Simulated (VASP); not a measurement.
A run of VASP 6.6.1 is set up as follows.

The input INCAR:

```
SYSTEM = Be3Si4
  PREC = Accurate
  ENCUT = 520
  EDIFF = 1E-6
  ISMEAR = -1
  SIGMA = 0.05
  LREAL = .False.
  LASPH = .True.
  NELM = 80
  ALGO = Normal
  ISIF = 2
  LWAVE = .False.
  LCHARG = .True.
  GGA = PE
  LELF = .True.
  LVHAR = .True.
  NBANDS = 35
```

Contents of KPOINTS:

```
Automatic mesh
0
Gamma
  3 3 3
  0 0 0
```

Contents of POSCAR:

```
Be3Si4
1.0
    5.5841950000     -0.4094060000      0.7948710000
   -0.8999810000      5.3364860000      1.0636790000
   -0.2787510000     -0.8798350000      5.6984850000
Be Si
6 8
Direct
    0.7458381673      0.7372007352      0.4257136641
    0.3761752854      0.7610197438      0.6106483486
    0.6350710191      0.5759182448      0.7725889111
    0.7089045245      0.9682252159      0.7264038639
    0.8426839839      0.4647429921      0.1696597566
    0.3688389844      0.4313659285      0.2889341129
    0.5681120935      0.1202053172      0.4045445940
    0.2965952322      0.2716286049      0.6734039676
    0.5141590648      0.2020725144      0.9910782568
    0.0066345788      0.9371117390      0.9733921013
    0.0270202768      0.5369043204      0.7957345707
    0.9933560793      0.1560528640      0.3903140757
    0.5553099001      0.7856489385      0.0963105083
    0.1442888144      0.7367523056      0.2984089719
```

Potentials or basis: VASP PAW PBE potentials, release 64 (Be, Si).

Run with:

```console
$ cat potpaw_PBE.64/Be/POTCAR potpaw_PBE.64/Si/POTCAR > POTCAR
$ mpirun -np 1 vasp_std > vasp.out
```

Q: What does it give for the pressure?

A: 5.8 GPa.

Q: Predict the largest force.

A: 1.182 eV/Å.

Stress tensor (GPa, compression positive):
```
 7.45  0.93  0.56
 0.93  3.25 -3.24
 0.56 -3.24  6.68
```

Caveat: the k mesh is coarse (spacing up to 0.39 Å⁻¹), so the values aren't converged.
